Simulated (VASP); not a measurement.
Input:

```yaml
crystal:
  lattice:
    - [4.44667, 0.00000, 0.00000]
    - [-2.22334, 3.85093, 0.00000]
    - [0.00000, 0.00000, 5.20640]
  atoms:
    - { symbol: Na, position: [0.33333, 0.66667, 0.72010] }
    - { symbol: Na, position: [0.66667, 0.33333, 0.27990] }
    - { symbol: Pd, position: [0.00000, 0.00000, 0.00000] }
    - { symbol: C, position: [0.00000, 0.00000, 0.62008] }
    - { symbol: C, position: [0.00000, 0.00000, 0.37992] }
```

Method: PBEsol GGA, VASP's PBE PAW potentials (set 64) (plane waves; VASP). Run with 400 eV cut-off, 7×7×5 Γ-centred mesh, Gaussian smearing of 0.010 eV, potentials Na_pv Pd C.

Problem. Give the energies of bands 8 to 19 at the high-symmetry points, in eV from the valence-band maximum.

Solution. 
```
band      Γ      M      K      A      L      H
----  -----  -----  -----  -----  -----  -----
8     -5.40  -5.32  -5.31  -7.28  -7.14  -7.12
9     -4.92  -4.71  -4.68  -3.42  -4.03  -3.82
10    -2.42  -3.41  -3.10  -3.42  -3.50  -3.82
11    -2.42  -2.57  -3.10  -2.41  -2.08  -2.04
12    -2.12  -2.19  -2.11  -2.04  -1.46  -1.18
13    -1.98  -2.01  -2.11  -1.21  -0.95  -1.18
14    -1.98  -1.48  -1.13  -1.21  -0.47  -0.44
15    -1.22  -0.95  -1.13   0.00  -0.28  -0.21
16    -1.22  -0.22  -0.12   0.00  -0.07  -0.21
17     4.35   2.68   3.50   3.69   0.78   1.69
18     6.23   4.89   3.50   3.72   3.21   1.69
19     6.23   5.69   5.50   3.72   5.37   6.15
```

The gap is indirect, 0.78 eV, from the valence maximum at A to the conduction minimum at L.

The structure comes from a computed database's Na2PdC2 entry (P-3m1); how it stands against other phases isn't given here. The cell was not relaxed at this level.
